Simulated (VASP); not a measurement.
Computed with PBE GGA with D3 dispersion (Becke-Johnson damping), VASP's PBE PAW potentials (set 64) (plane waves; VASP).

The input files of a VASP run:

### INCAR
```
# general
SYSTEM   =  MgI2 monolayer
PREC     =  Accurate
ENCUT    =  400
LREAL    =  .FALSE.
LASPH    =  .TRUE.
ISYM     =  0

# electronic loop
EDIFF    =  1E-6
NELM     =  100
ALGO     =  Normal
LMAXMIX  =  4

# smearing
ISMEAR   =  0
SIGMA    =  0.05

# functional
GGA      =  PE
IVDW     =  12

# ions
ISIF     =  2

# output
LWAVE    =  .FALSE.
LCHARG   =  .FALSE.
LORBIT   =  11
LVHAR    =  .TRUE.

# other
LDIPOL   =  .TRUE.
IDIPOL   =  3
DIPOL    =  0.5 0.5 0.5
```

**KPOINTS**
```
Automatic mesh
0
Gamma
12 12 1
0 0 0
```

KPOINTS_OPT:
```
k-points along high-symmetry lines
15
Line-mode
Reciprocal
  0.000000   0.000000   0.000000 ! GAMMA
  0.500000   0.000000   0.000000 ! M

  0.500000   0.000000   0.000000 ! M
  0.333333   0.333333   0.000000 ! K

  0.333333   0.333333   0.000000 ! K
  0.000000   0.000000   0.000000 ! GAMMA
```

### POSCAR
```
MgI2 monolayer
1
    4.0503915741     0.0000000000     0.0000000000
   -2.0251957870     3.5077415863     0.0000000000
    0.0000000000     0.0000000000    19.4790081612
I Mg
2 1
Direct
  0.6666670000   0.3333330000   0.4123507778
  0.3333330000   0.6666670000   0.5876492222
  0.0000000000   0.0000000000   0.5000000000
```

POTCAR, in this order: I Mg (PBE.64 set). Program: vasp_std.

What VASP printed:

### OUTCAR
```
 ion  position               nearest neighbor table
   1  0.667  0.333  0.412-   3 2.90   3 2.90   3 2.90
   2  0.333  0.667  0.588-   3 2.90   3 2.90   3 2.90
   3  0.000  0.000  0.500-   1 2.90   2 2.90   2 2.90   1 2.90   1 2.90   2 2.90
 Subroutine IBZKPT returns following result:
 Found     74 irreducible k-points:

 Following reciprocal coordinates:
            Coordinates               Weight
  0.000000  0.000000  0.000000      1.000000
  0.083333 -0.000000  0.000000      2.000000
  0.000000  0.083333  0.000000      2.000000
 -0.083333  0.083333  0.000000      2.000000
  0.166667 -0.000000  0.000000      2.000000
  0.000000  0.166667  0.000000      2.000000
 -0.166667  0.166667  0.000000      2.000000
  0.250000  0.000000  0.000000      2.000000
  0.000000  0.250000  0.000000      2.000000
 -0.250000  0.250000  0.000000      2.000000
  0.333333 -0.000000  0.000000      2.000000
  0.000000  0.333333  0.000000      2.000000
 -0.333333  0.333333  0.000000      2.000000
  0.416667 -0.000000  0.000000      2.000000
  0.000000  0.416667  0.000000      2.000000
 -0.416667  0.416667  0.000000      2.000000
  0.500000  0.000000  0.000000      1.000000
  0.000000  0.500000  0.000000      1.000000
  0.500000  0.500000  0.000000      1.000000
  0.083333  0.083333  0.000000      2.000000
 -0.083333  0.166667  0.000000      2.000000
 -0.166667  0.083333  0.000000      2.000000
  0.166667  0.083333  0.000000      2.000000
 -0.083333  0.250000  0.000000      2.000000
 -0.250000  0.166667  0.000000      2.000000
 -0.166667  0.250000  0.000000      2.000000
  0.083333  0.166667  0.000000      2.000000
  0.250000 -0.083333  0.000000      2.000000
  0.250000  0.083333  0.000000      2.000000
 -0.083333  0.333333  0.000000      2.000000
 -0.333333  0.250000  0.000000      2.000000
...
```

OSZICAR:
```
       N       E                     dE             d eps       ncg     rms          rms(c)
DAV:   1     0.102840522957E+03    0.10284E+03   -0.41165E+03  1776   0.746E+02
DAV:   2     0.379521299672E+01   -0.99045E+02   -0.93688E+02  3208   0.133E+02
DAV:   3    -0.744685013097E+01   -0.11242E+02   -0.11170E+02  2284   0.579E+01
DAV:   4    -0.780932826056E+01   -0.36248E+00   -0.36219E+00  2244   0.129E+01
DAV:   5    -0.782042402857E+01   -0.11096E-01   -0.11095E-01  2464   0.260E+00    0.424E+00
DAV:   6    -0.770499460601E+01    0.11543E+00   -0.14578E-01  2120   0.210E+00    0.287E+00
DAV:   7    -0.768673750719E+01    0.18257E-01   -0.20026E-01  2096   0.248E+00    0.565E-01
DAV:   8    -0.768027760819E+01    0.64599E-02   -0.23404E-02  2012   0.891E-01    0.305E-01
DAV:   9    -0.768042277183E+01   -0.14516E-03   -0.17384E-03  2328   0.282E-01    0.178E-01
DAV:  10    -0.768040245972E+01    0.20312E-04   -0.13938E-04  2088   0.959E-02    0.414E-02
DAV:  11    -0.768044876250E+01   -0.46303E-04   -0.84189E-05  2088   0.492E-02    0.569E-02
DAV:  12    -0.768045723780E+01   -0.84753E-05   -0.57335E-06  2280   0.141E-02    0.290E-02
DAV:  13    -0.768049587146E+01   -0.38634E-04   -0.54673E-06  2084   0.125E-02    0.206E-02
DAV:  14    -0.768052664996E+01   -0.30778E-04   -0.63180E-06  2080   0.117E-02    0.293E-02
DAV:  15    -0.768053156564E+01   -0.49157E-05   -0.10057E-06  1728   0.553E-03    0.612E-03
DAV:  16    -0.768053929221E+01   -0.77266E-05   -0.23066E-06  1908   0.715E-03    0.121E-02
DAV:  17    -0.768054113915E+01   -0.18469E-05   -0.20666E-07  1724   0.297E-03    0.469E-03
DAV:  18    -0.768054499498E+01   -0.38558E-05   -0.13459E-07  1600   0.195E-03    0.992E-04
DAV:  19    -0.768054774651E+01   -0.27515E-05   -0.10620E-07  1588   0.131E-03    0.623E-04
DAV:  20    -0.768054972712E+01   -0.19806E-05   -0.41425E-08  1484   0.845E-04    0.809E-05
DAV:  21    -0.768055037204E+01   -0.64492E-06   -0.15042E-08  1540   0.417E-04
   1 F= -.84135453E+01 E0= -.84135453E+01  d E =-.100192E-14
       N       E                     dE             ncg
```

**OUTCAR**
```
------------------------ aborting loop because EDIFF is reached ----------------------------------------
 Edisp (eV)   -0.73299
  FORCE on cell =-STRESS in cart. coord.  units (eV):
  Direction    XX          YY          ZZ          XY          YZ          ZX
  --------------------------------------------------------------------------------------
  Total       0.76223     0.76223    -0.00316    -0.00000    -0.00001     0.00001
  in kB       4.41270     4.41270    -0.01830    -0.00001    -0.00004     0.00007
  external pressure =        2.94 kB  Pullay stress =        0.00 kB
  volume of cell :      276.75
      direct lattice vectors                 reciprocal lattice vectors
     4.050391574  0.000000000  0.000000000     0.246889710  0.142541857  0.000000000
    -2.025195787  3.507741586  0.000000000     0.000000000  0.285083714  0.000000000
     0.000000000  0.000000000 19.479008161     0.000000000  0.000000000  0.051337316
 POSITION                                       TOTAL-FORCE (eV/Angst)
 -----------------------------------------------------------------------------------
      2.02520      1.16925      8.03218        -0.000003      0.000002     -0.002351
     -0.00000      2.33850     11.44682         0.000003     -0.000002      0.002351
      0.00000      0.00000      9.73950         0.000000     -0.000000      0.000000
 -----------------------------------------------------------------------------------
    total drift:                               -0.000000      0.000000      0.000000
  FREE ENERGIE OF THE ION-ELECTRON SYSTEM (eV)
  ---------------------------------------------------
  free  energy   TOTEN  =        -8.4135452675 eV

  energy  without entropy=       -8.4135452675  energy(sigma->0) =       -8.41354527

 total charge

# of ion       s       p       d       tot
------------------------------------------
    1        1.506   2.832   0.014   4.352
    2        1.506   2.832   0.014   4.352
    3        0.141   0.118   0.030   0.290
--------------------------------------------------
tot          3.153   5.782   0.057   8.993
```
(Selected blocks of OUTCAR.)

OUTCAR:
```
 val. band max:       -3.0073591876   @ k =   0.0000   0.0000   0.0000

 cond. band min:       0.5493440884   @ k =   0.0000   0.5000   0.0000


 Fermi energy:        -2.7489784448

 k-point     1 :       0.0000    0.0000    0.0000
  band No.  band energies     occupation
      1     -15.1579      2.00000
      2     -14.6401      2.00000
      3      -6.3614      2.00000
      4      -4.0108      2.00000
      5      -3.2708      2.00000
      6      -3.2708      2.00000
      7      -3.0074      2.00000
      8      -3.0074      2.00000
      9       1.1040      0.00000
     10       1.9740      0.00000
     11       2.8305      0.00000
     12       2.8330      0.00000

 k-point     2 :       0.0833   -0.0000    0.0000
  band No.  band energies     occupation
      1     -15.1179      2.00000
      2     -14.6125      2.00000
      3      -6.3208      2.00000
      4      -4.0290      2.00000
      5      -3.5677      2.00000
      6      -3.3667      2.00000
      7      -3.2885      2.00000
      8      -3.0325      2.00000
      9       1.3611      0.00000
     10       2.2943      0.00000
     11       2.8565      0.00000
     12       2.8726      0.00000

 k-point     3 :       0.0000    0.0833    0.0000
  band No.  band energies     occupation
      1     -15.1179      2.00000
      2     -14.6125      2.00000
      3      -6.3208      2.00000
      4      -4.0290      2.00000
      5      -3.5677      2.00000
      6      -3.3667      2.00000
      7      -3.2885      2.00000
      8      -3.0325      2.00000
      9       1.3611      0.00000
     10       2.2943      0.00000
     11       2.8565      0.00000
     12       2.8726      0.00000

 k-point     4 :      -0.0833    0.0833    0.0000
  band No.  band energies     occupation
      1     -15.1179      2.00000
      2     -14.6125      2.00000
      3      -6.3208      2.00000
      4      -4.0290      2.00000
      5      -3.5677      2.00000
      6      -3.3667      2.00000
...
```

The cell holds a wide vacuum, so values per volume refer to the whole cell. Unless said otherwise, spin-orbit coupling is left out, though it shifts the bands of the heavy elements here.

The cell is a sheet with vacuum, built from a generated structure.
